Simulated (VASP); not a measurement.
These are TPSS meta-GGA, VASP's PBE PAW potentials (set 64) (plane waves; VASP) values and carry that method's errors.

A VASP calculation is set up with these files.

KPOINTS:
```
K-points
0
G
9 9 9
```

INCAR:
```
SYSTEM=BAs
PREC=Accurate; ENCUT=520; LREAL=F
LASPH=T
EDIFF=1E-7; NELM=100; ALGO=Normal
LMAXMIX=4; LMIXTAU=T
ISMEAR=0; SIGMA=0.05
METAGGA=TPSS
ISIF=2
LWAVE=F; LCHARG=F
```

**POSCAR**
```
BAs
1
    0.0000000000     2.4044962700     2.4044962700
    2.4044962700     0.0000000000     2.4044962700
    2.4044962700     2.4044962700     0.0000000000
B As
1 1
Direct
  0.0000000000   0.0000000000   0.0000000000
  0.2500000000   0.2500000000   0.2500000000
```

POTCAR, in this order: B As (PBE.64 set). Program: vasp_std.

Problem. Estimate the energy per atom (σ→0).

Solution. 
| Property | Value |
|---|---|
| energy per atom (σ→0) | -10.300 eV/atom |

File OSZICAR:
```
...
DAV:  17    -0.205991824130E+02   -0.55869E-05   -0.40448E-06   704   0.264E-02    0.470E-02
DAV:  18    -0.205991797856E+02    0.26274E-05   -0.64671E-06   584   0.267E-02    0.306E-02
DAV:  19    -0.205991824914E+02   -0.27058E-05   -0.36599E-06   624   0.186E-02    0.814E-03
DAV:  20    -0.205991829513E+02   -0.45988E-06   -0.48453E-07   632   0.804E-03    0.362E-03
DAV:  21    -0.205991832129E+02   -0.26159E-06   -0.20291E-07   544   0.461E-03    0.245E-03
DAV:  22    -0.205991834993E+02   -0.28642E-06   -0.20391E-07   680   0.458E-03    0.205E-04
DAV:  23    -0.205991835256E+02   -0.26311E-07   -0.17539E-08   288   0.148E-03
   1 F= -.20599184E+02 E0= -.20599184E+02  d E =-.671256E-15
```

The compound is BAs in the zinc blende structure. It was relaxed first.
